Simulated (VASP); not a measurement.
Here is the system:

```yaml
crystal:
  lattice:
    - [0.00000, 3.01442, 3.01442]
    - [3.01442, 0.00000, 3.01442]
    - [3.01442, 3.01442, 0.00000]
  atoms:
    - { symbol: Te, position: [0.00000, 0.00000, 0.00000] }
    - { symbol: W, position: [0.50000, 0.50000, 0.50000] }
```

The numbers are results of PBE GGA, VASP's PBE PAW potentials (set 64) (plane waves; VASP 6.6.1), not measurements. Numerical set-up: 400 eV cut-off, 8×8×8 Monkhorst-Pack mesh, Gaussian smearing of 0.050 eV, potentials Te W_sv.

Gaps are read on the run's mesh, which can miss a band edge. Unless said otherwise, spin-orbit coupling is left out, though it shifts the bands of the heavy elements here.

Question: Predict the energy per atom (σ→0), pressure, band gap (on the k-mesh) with the smallest direct gap where there is one.

Answer: 
```json
{
  "band gap (on the k-mesh)": "none (metal, semimetal or under 0.01 eV)",
  "energy per atom (σ→0)": "-6.195 eV/atom",
  "pressure": "-15.98 GPa"
}
```

The structure was generated: TeW was put into the rocksalt type (Fm-3m), which need not be its known phase. The cell was not relaxed at this level. The run is one of a series of settings (KPOINTS 8×8×8 Monkhorst-Pack mesh against the base run), some of them coarse on purpose.
